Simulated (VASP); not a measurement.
Here is the system:

```
CELL_PARAMETERS angstrom
      4.11112     0.00000     0.00000
      0.00000     4.11112     0.00000
      0.00000     0.00000     4.11112
ATOMIC_POSITIONS crystal
  Cs 0.00000 0.00000 0.00000
  I  0.50000 0.50000 0.50000
```

Computed with PBE GGA, VASP's PBE PAW potentials (set 64) (plane waves; VASP). Settings: 500 eV cut-off, 7×7×7 Γ-centred mesh, Gaussian smearing of 0.050 eV, potentials Cs_sv I.

Energy and stress use the plane-wave basis of the starting cell.

Problem. The ions, cell shape and volume at an external pressure of 20.0 GPa are relaxed. Which structure does the run end with?

Solution. 
```
CELL_PARAMETERS angstrom
      3.91547     0.00000     0.00000
      0.00000     3.91547     0.00000
      0.00000     0.00000     3.91547
ATOMIC_POSITIONS crystal
  Cs 0.00000 0.00000 0.00000
  I  0.50000 0.50000 0.50000
```
Space group Pm-3m (221), at a tolerance of 0.03 Å.

Problem. How do energy and volume change from the first to the last step?

Solution. The energy (σ→0) changes by +424.7 meV/atom and the volume by -13.6 %, in 4 ionic steps.

| step | E(σ→0) (eV) | max force (eV/Å) | pressure (GPa) | volume (Å³) |
|---|---|---|---|---|
| 1 | -4.7532 | 0.000 | 9.99 | 69.48 |
| 2 | -2.0197 | 0.000 | 42.46 | 49.86 |
| 3 | -3.9432 | 0.000 | 19.45 | 60.35 |
| 4 | -3.9039 | 0.000 | 19.92 | 60.03 |

The compound is CsI in the CsCl type structure. This run relaxes it under an external pressure of 20 GPa. Symmetry was kept, so distortions that lower it aren't found.
